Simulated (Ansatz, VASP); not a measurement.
# Cross-check of TaO2 (1T-TaO2 bilayer, AA) between VASP and Ansatz

Aim: how closely do two programs agree when they are given the same cell, functional and k mesh? The structure shown is the start of the Ansatz relaxation below; VASP solves that cell, so the two are compared at the walk's first step.

Calculated with Ansatz 0.2.0; plane waves, with VASP 6.6.1 beside it; single point at PBE with D3(BJ).

### 1. Starting point

The cell holds 6 atoms: 4 O and 2 Ta. Cell: a = 3.184 Å, b = 3.184 Å, c = 39.410 Å, α = 90.0°, β = 90.0°, γ = 120.0°. Vacuum lies along c. The height across the vacuum is the one that the program set for its solve, not the one typed.

### 2. Ansatz: relaxation, PBE with D3(BJ)

Ansatz runs on its default PAW (the set named soft_2) files.

The two programs are compared at the cell with which this relaxation starts, whose forces are those of its first step.

input.yaml

```yaml
crystal:
  lattice:
    - [3.18449, 0.0, 0.0]
    - [-1.592245, 2.7578492381, 0.0]
    - [0.0, 0.0, 25.8051393132]
  atoms:
    - { symbol: O, position: [0.6666666667, 0.3333333333, 0.3487677354] }
    - { symbol: Ta, position: [0.0, 0.0, 0.396288689], spin: 1.0 }
    - { symbol: O, position: [0.3333333333, 0.6666666667, 0.4438096426] }
    - { symbol: O, position: [0.6666666667, 0.3333333333, 0.5561903574] }
    - { symbol: Ta, position: [0.0, 0.0, 0.603711311], spin: 1.0 }
    - { symbol: O, position: [0.3333333333, 0.6666666667, 0.6512322646] }
  periodic: [true, true, false]
magnetization:
  spin_polarized: true
kpoints:
  mp_grid: { grid: [12, 12, 1] }
hamiltonian:
  xc: pbe
  dispersion: d3bj
scf:
  occupations: { method: fermi_dirac, width: 0.05 }
relax:
  f_tol: 0.01
  max_steps: 90
  cell: {}
```

Launch:

```bash
$ ansatz run input.yaml --threads 4 --pin off --max-ram 8192MiB --backend cpu --events-out ev --progress --plain --runs-dir out
```

Numbers of over 12 decimals in the logs are rounded to 6 here.

Output:

```text
Warning: crystal.periodic: the lattice vector that does not repeat stood 0.000° off the slab's normal, 25.805 Å along it as the deck builds it. The run solves the slab on a vector along the normal, 39.410 Å long, with every atom where it was (on the deck's vector they left 18.00 Å outside them, and the widest stretch free of ions among them is 2.90 Å). A fractional position that the run reports is one of the run's ce [...]
crystal.periodic: the lattice vector that does not repeat stood 0.000° off the slab's normal, 25.805 Å along it as the deck builds it. The run solves the slab on a vector along the normal, 39.410 Å long, with every atom where it was (on the deck's vector they left 18.00 Å outside them, and the widest stretch free of ions among them is 2.90 Å). A fractional position that the run reports is one of the run's cell, which [...]
Engine: ansatz 0.2.0, aarch64-unknown-linux-gnu
Pseudopotentials: kind: paw
Pseudopotential: O, paw, valence charge 6, recommended cutoff 420 eV (normal), O.paw.azcp
Pseudopotential: Ta, paw, valence charge 13, recommended cutoff 420 eV (normal), Ta.paw.azcp
Functional definition: PBE
  parameter kappa = 0.804
  parameter beta = 0.066725
  exchange = pbe_x(kappa = kappa, mu = beta*pi^2/3)
  correlation = pbe_c(beta = beta)
Crystal: 6 atoms, lattice volume = 346.115 Å³
Basis set: ecut = 420 eV, 6815 PW (Γ), exchange–correlation on 48×48×540 points (8 copies of the dense FFT grid, shifted against one another)
Bands: 32, of which v1, the nominal top of the filled ones, is band 25 counted from 1 (24 counted from 0)
Symmetry: 12 space group operations
Space group: P-3m1 (ITA 164), of the structure as read, at distance tolerance 7.0e-5 Å
Magnetic group: BNS 164.85 (UNI 1315), of the structure as read, at distance tolerance 7.0e-5 Å
k-points: 19 of 144
Non-local potential: O, projectors of the file, l = 0: 2, l = 1: 2, l = 2: 1
Non-local potential: Ta, projectors of the file, l = 0: 3, l = 1: 2, l = 2: 2, l = 3: 1
PAW form: soft (Blöchl's): semilocal exchange-correlation on the pseudo side does not see the compensation charge
PAW one-centre angular grid: O, 110 points (default); XC on 64 Gauss nodes
PAW one-centre angular grid: Ta, 590 points (default); XC on 64 Gauss nodes
Initial density: superposition of atomic densities (neutral atoms: chi_scale 0, normalization atom)
Starting moments: Σ|m| = 2 μB on 2 of 6 sites
Initial wavefunctions: pseudopotential atomic-orbital guess
Functional: x = pbe(κ = 0.804, μ = 0.219515), c = pbe(β = 0.066725)
[...]
preconditioner: auto → LDOS  [metal: Δε(μ)=0.042 eV  Ē_g=11.487 eV  σ=0.050 eV  W_gap=0.21  n_scr=22 (ndim 8)  ℏωp=12.2 eV  f_vac=0.749  D(μ)=4.90/eV (n_scr^D=20)]
spin=Collinear: LDOS preconditioning applied to the charge; magnetization (m = ρ↑ − ρ↓) channel mixes plain (no charge-response kernel on spin).
SCF iter   2: F=—  HF=-22139.204712 eV  |F-HF|=—  |Δ(HF+E_count)|=   2.96e-6  Δρ=8.91e-5 (↑7.95e-5 ↓8.91e-5)  dr2=4.39e-5  dr2_m=4.48e-6  M=0.003 μB ∫|m|=0.003 μB  β_m=0.57  ethr=5.15e-7  ⟨swp⟩=2.9  Hψ=2129  notcnv=0
SCF iter   3: F=—  HF=-22139.204716 eV  |F-HF|=—  |Δ(HF+E_count)|=   4.37e-6  Δρ=2.76e-5 (↑2.60e-5 ↓2.76e-5)  dr2=6.47e-6  dr2_m=5.72e-7  M=0.002 μB ∫|m|=0.002 μB  β_m=0.69  ethr=8.79e-8  ⟨swp⟩=3.1  Hψ=2548  notcnv=0
SCF iter   4: F=—  HF=-22139.204722 eV  |F-HF|=—  |Δ(HF+E_count)|=   6.31e-6  Δρ=7.96e-6 (↑7.96e-6 ↓6.72e-6)  dr2=9.53e-7  dr2_m=3.27e-8  M=0.002 μB ∫|m|=0.002 μB  β_m=0.77  ethr=1.29e-8  ⟨swp⟩=3.1  Hψ=2384  notcnv=0
SCF iter   5: F=—  HF=-22139.204723 eV  |F-HF|=—  |Δ(HF+E_count)|=   1.12e-6  Δρ=2.77e-6 (↑2.50e-6 ↓2.77e-6)  dr2=1.28e-7  dr2_m=1.41e-8  M=0.001 μB ∫|m|=0.001 μB  β_m=0.82  ethr=1.91e-9  ⟨swp⟩=3.7  Hψ=2607  notcnv=0
iter 6 did not close the SCF: its close was put off for a magnetic moment that had not settled (scf_convergence_deferred on its scf_iter line)
SCF iter   6: F=-22139.204724 eV  HF=-22139.204724 eV  |F-HF|=7.65e-8  |Δ(HF+E_count)|=   1.95e-7  Δρ=1.20e-6 (↑1.13e-6 ↓1.20e-6)  dr2=7.01e-9  dr2_m=2.36e-9  M=0.001 μB ∫|m|=0.001 μB  β_m=0.90  ethr=9.46e-11  ⟨swp⟩=4.8  Hψ=6702  notcnv=0
iter 7 did not close the SCF: its close was put off for a magnetic moment that had not settled (scf_convergence_deferred on its scf_iter line)
SCF iter   7: F=-22139.204724 eV  HF=-22139.204724 eV  |F-HF|=2.07e-8  |Δ(HF+E_count)|=   6.67e-8  Δρ=7.39e-7 (↑7.39e-7 ↓6.46e-7)  dr2=9.77e-10  dr2_m=1.11e-9  M=0.001 μB ∫|m|=0.001 μB  β_m=0.95  ethr=1.40e-11  ⟨swp⟩=3.8  Hψ=4920  notcnv=0
iter 8 did not close the SCF: its close was put off for a magnetic moment that had not settled (scf_convergence_deferred on its scf_iter line)
SCF iter   8: F=-22139.204724 eV  HF=-22139.204724 eV  |F-HF|=2.16e-9  |Δ(HF+E_count)|=   2.30e-8  Δρ=4.35e-7 (↑4.10e-7 ↓4.35e-7)  dr2=7.25e-10  dr2_m=3.99e-10  M=0.000 μB ∫|m|=0.000 μB  β_m=0.97  ethr=1.95e-12  ⟨swp⟩=2.0  Hψ=4853  notcnv=0
iter 9 did not close the SCF: its close was put off for a magnetic moment that had not settled (scf_convergence_deferred on its scf_iter line)
SCF iter   9: F=-22139.204724 eV  HF=-22139.204724 eV  |F-HF|=5.82e-10  |Δ(HF+E_count)|=   4.23e-9  Δρ=2.14e-7 (↑2.00e-7 ↓2.14e-7)  dr2=2.77e-10  dr2_m=5.43e-11  M=0.000 μB ∫|m|=0.000 μB  β_m=0.98  ethr=1.45e-12  ⟨swp⟩=2.0  Hψ=4639  notcnv=0
SCF iter  10: F=-22139.204724 eV  HF=-22139.204724 eV  |F-HF|=7.28e-12  |Δ(HF+E_count)|=   1.06e-9  Δρ=7.41e-8 (↑7.41e-8 ↓6.26e-8)  dr2=3.81e-11  dr2_m=1.09e-12  M=0.000 μB ∫|m|=0.000 μB  ethr=1.00e-12  ⟨swp⟩=1.6  Hψ=4441  notcnv=0
the starting moments were not kept: the SCF closed with an absolute magnetisation of 1.6e-5 μB, where they sum to 2 μB in size (2 sites). That is at most 0.1 of that sum. Measured as dr2_m measures the in/out step, that magnetisation stands 2.4e-11 eV from none, at or under the dr2_threshold of 4.7e-8 eV: it is no larger than a step whose dr2_m would equal this threshold.
SCF 9 converged in 10 iterations: F = -22139.204724 eV  dr2 = 3.81e-11
relax step   9: F+E_penalty+E_count = -22139.20472362 eV  Δ(F+E_penalty+E_count) = -6.130e-4 eV  max|allowed force component| = 2.450e-3 eV/Å  Δτ_max = 0.0060 Å  P = -0.010 N/m  Ω = 313.606 Å³  energy of the carried Pulay correction = +9.160e-4 eV  fix = [c, alpha, beta]  reactions: c -0.000 N/m  (10 SCF iters, dr2 threshold 4.73e-8 eV, accepted)
iter 1 solved again at ethr=8.60e-8 eV; its pass at ethr=3.10e-3 eV (dr2=4.30e-5 eV) is discarded
SCF iter   1: F=—  HF=-22139.203805 eV  |F-HF|=—  |Δ(HF+E_count)|=         —  Δρ=6.33e-6 (↑6.33e-6 ↓6.33e-6)  dr2=7.42e-8  dr2_m=2.59e-12  M=0.000 μB ∫|m|=0.000 μB  β_m=0.65  ethr=8.60e-8  ⟨swp⟩=7.2  Hψ=15960  notcnv=0
preconditioner: auto → LDOS  [metal: Δε(μ)=0.044 eV  Ē_g=11.484 eV  σ=0.050 eV  W_gap=0.22  n_scr=22 (ndim 8)  ℏωp=12.2 eV  f_vac=0.750  D(μ)=4.91/eV (n_scr^D=20)]
spin=Collinear: LDOS preconditioning applied to the charge; magnetization (m = ρ↑ − ρ↓) channel mixes plain (no charge-response kernel on spin).
SCF iter   2: F=—  HF=-22139.203857 eV  |F-HF|=—  |Δ(HF+E_count)|=   5.20e-5  Δρ=2.13e-6 (↑2.13e-6 ↓2.12e-6)  dr2=1.13e-8  dr2_m=1.39e-12  M=0.000 μB ∫|m|=0.000 μB  β_m=0.55  ethr=1.48e-10  ⟨swp⟩=5.1  Hψ=4168  notcnv=0
SCF iter   3: F=—  HF=-22139.203857 eV  |F-HF|=—  |Δ(HF+E_count)|=   2.66e-8  Δρ=8.46e-7 (↑8.46e-7 ↓8.46e-7)  dr2=1.67e-9  dr2_m=1.03e-12  M=0.000 μB ∫|m|=0.000 μB  β_m=0.71  ethr=2.26e-11  ⟨swp⟩=3.5  Hψ=2479  notcnv=0
SCF iter   4: F=—  HF=-22139.203857 eV  |F-HF|=—  |Δ(HF+E_count)|=   2.66e-9  Δρ=9.97e-8 (↑9.67e-8 ↓9.97e-8)  dr2=7.38e-11  dr2_m=6.04e-13  M=0.000 μB ∫|m|=0.000 μB  β_m=0.77  ethr=3.34e-12  ⟨swp⟩=3.6  Hψ=2734  notcnv=0
SCF iter   5: F=-22139.203857 eV  HF=-22139.203857 eV  |F-HF|=1.46e-10  |Δ(HF+E_count)|=  7.35e-10  Δρ=1.59e-8 (↑1.59e-8 ↓1.42e-8)  dr2=1.73e-12  dr2_m=1.38e-13  M=0.000 μB ∫|m|=0.000 μB  ethr=1.00e-12  ⟨swp⟩=9.4  Hψ=8956  notcnv=0
the starting moments were not kept: the SCF closed with an absolute magnetisation of 6.6e-6 μB, where they sum to 2 μB in size (2 sites). That is at most 0.1 of that sum. Measured as dr2_m measures the in/out step, that magnetisation stands 4.1e-12 eV from none, at or under the dr2_threshold of 1.9e-11 eV: it is no larger than a step whose dr2_m would equal this threshold.
SCF 10 converged in 5 iterations: F = -22139.203857 eV  dr2 = 1.73e-12
relax step  10: F+E_penalty+E_count = -22139.20385661 eV  Δ(F+E_penalty+E_count) = +8.670e-4 eV  max|allowed force component| = 2.514e-3 eV/Å  Δτ_max = 0.0000 Å  P = -0.027 N/m  Ω = 313.606 Å³  fix = [c, alpha, beta]  reactions: c -0.000 N/m  stress off target by 2.70e-2 N/m on what of the cell is left free  SCF on the basis re-selected at this cell (its energy is not comparable with the rows above)  (5 SCF iters)
basis re-selected at this cell: Δ(F+E_penalty+E_count) = +8.670e-4 eV, ΔP = -0.017 N/m vs the last step (what re-selecting the basis moved, of the pressure what is left beyond the Pulay correction that the steps carried, after the strain that the cell walked since its last selection, with what the two solves' SCF thresholds leave and, on support functions, any second-order correction that the steps lacked; it is no m [...]
SCF converged after 5 iterations
Magnetization: 0.0000 μB (25.0000 up, 25.0000 down)
Absolute magnetization: 0.0000 μB (∫|ρ↑−ρ↓|, with the PAW one-centre terms)
Spin contamination: 0.0000 ħ² per cell (⟨S²⟩ above its minimum at these occupations)
Per-site moments (μB) at R_I (Å): [(2.3007130989567694e-7, 0.858078), (1.258616084157346e-6, 0.857279), (2.3043569855964928e-7, 0.857279), (2.304356983697006e-7, 0.857279), (1.2586160841746095e-6, 0.857279), (2.3007131015677855e-7, 0.858078)]
Free energy (F): -22139.203857 eV
Harris-Foulkes:  -22139.203857 eV  (|F-HF|=1.46e-10)
Internal energy: -22139.165049 eV  (E = F + TS)
E sigma→0 (E₀):  -22139.184453 eV
Entropy (-TS):   -0.038807 eV (-6.468 meV/atom)
Fermi energy:    -5.090891 eV
--- Per-component energies (eV) ---
  E_band       = -1278.513076
  E_kinetic    = 1431.070682
  E_local      = -199463.052853  (includes V_loc(G=0)·N_el)
  E_nonlocal   = 219.712849
  E_hartree    = 98842.605166
  E_xc         = -731.219639
  E_vxc        = -783.481971  (∫ρ·V_xc dr)
  E_paw        = -17424.945543  (= ΣΔE_a)
  E_vpaw       = -367.982193  (= ΣTr[D̂ρ^β])
  E_aug_tail   = 0.010216  (compensation charges beyond the density's cutoff)
  E_ewald      = 94987.716602
  E_disp       = -1.062529  (pairwise vdW)
  E_smearing   = -0.038807  (= −TS)
  E_closure    = 0.000000  (closes the sum)
  Σ components = -22139.203857   (vs F -22139.203857, Δ=0.00e0)
--- Forces (eV/Å), atoms counted from 1 ---
  atom   1  O      0.00000000     0.00000000     0.00251403
  atom   2  Ta    -0.00000000    -0.00000000    -0.00001840
  atom   3  O      0.00000000    -0.00000000    -0.00240122
  atom   4  O      0.00000000     0.00000000     0.00240122
  atom   5  Ta     0.00000000     0.00000000     0.00001840
  atom   6  O      0.00000000    -0.00000000    -0.00251403
  max |Σ_I F_I| component: 8.67e-19 eV/Å
--- 2D stress c σ (N/m, compression-positive) ---
       -0.026972       0.000000       0.000000
       -0.000000      -0.026972       0.000000
        0.000000       0.000000      -0.000000
  P = ½ c Tr σ = -0.0270 N/m
--- Relaxed structure (8 steps of the walk, 8 accepted, 2 SCFs on fresh bases) ---
  F+E_penalty+E_count = -22139.20385661 eV   max|allowed force component| = 2.514e-3 eV/Å   (the final SCF, on the basis selected at the relaxed cell)
  cell:  # Å, volume = 313.6057 Å³
    - [3.031251, 0.0, 0]
    - [-1.515625, 2.625140, 0]
    - [0, 0, 39.410279]
  atoms:
    - { symbol: O, position: [0.666667, 0.333333, 0.237957] }
    - { symbol: Ta, position: [0, 0, 0.266488] }
    - { symbol: O, position: [0.333333, 0.666667, 0.294929] }
    - { symbol: O, position: [0.666667, 0.333333, 0.359853] }
    - { symbol: Ta, position: [0, 0, 0.388294] }
    - { symbol: O, position: [0.333333, 0.666667, 0.416825] }
```

(Part 1 of 2 ends here.)

[Lines on the potential files, build, host, timing and source positions are cut from VASP's logs without a mark.]

[Logs are printed without paths, hosts, clocks, repeated set-up lines and the standing remarks that a program may print on its own settings, such as how far it seeks lower states.]

[Hosts, paths, dates, database ids (printed as entryN), source tags and the programs' standing remarks are cut or masked in the printed files.]
